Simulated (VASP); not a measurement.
These are PBEsol GGA, VASP's PBE PAW potentials (set 64) (plane waves; VASP) values and carry that method's errors.

Input for VASP

**INCAR**
```
SYSTEM  =  Ca2Si
PREC  =  Accurate; ENCUT  =  530; LREAL  =  .FALSE.
LASPH  =  .TRUE.
EDIFF  =  1E-7; NELM  =  100; ALGO  =  Normal
ISMEAR  =  0; SIGMA  =  0.05
GGA  =  PS
IBRION  =  6; NSW  =  1; ISIF  =  3
POTIM  =  0.015; NFREE  =  2
LWAVE  =  .FALSE.; LCHARG  =  .FALSE.
```

KPOINTS:
```
Automatic mesh
0
Gamma
5 5 5
0 0 0
```

File POSCAR:
```
Ca2Si
1
    0.0000000000     3.5460718921     3.5460718921
    3.5460718921     0.0000000000     3.5460718921
    3.5460718921     3.5460718921     0.0000000000
Ca Si
2 1
Direct
  0.7500000000   0.7500000000   0.7500000000
  0.2500000000   0.2500000000   0.2500000000
  0.0000000000   0.0000000000   0.0000000000
```

POTCAR, in this order: Ca_sv Si (PBE.64 set). Program: vasp_std.

The run wrote:

### OUTCAR
```


 TOTAL ELASTIC MODULI (kBar)
 Direction    XX          YY          ZZ          XY          YZ          ZX
 --------------------------------------------------------------------------------
 XX         862.2072    159.4869    159.4869     -0.0000      0.0000     -0.0000
 YY         159.4869    862.2072    159.4869     -0.0000      0.0000     -0.0000
 ZZ         159.4869    159.4869    862.2072      0.0000     -0.0000      0.0000
 XY          -0.0000     -0.0000      0.0000    207.7058     -0.0000     -0.0000
 YZ           0.0000      0.0000     -0.0000     -0.0000    207.7058     -0.0000
 ZX          -0.0000     -0.0000      0.0000     -0.0000     -0.0000    207.7058
 --------------------------------------------------------------------------------
```
(Selected blocks of OUTCAR.)

The structure comes from a computed database's Ca2Si entry (Fm-3m); how it stands against other phases isn't given here. It was relaxed first.
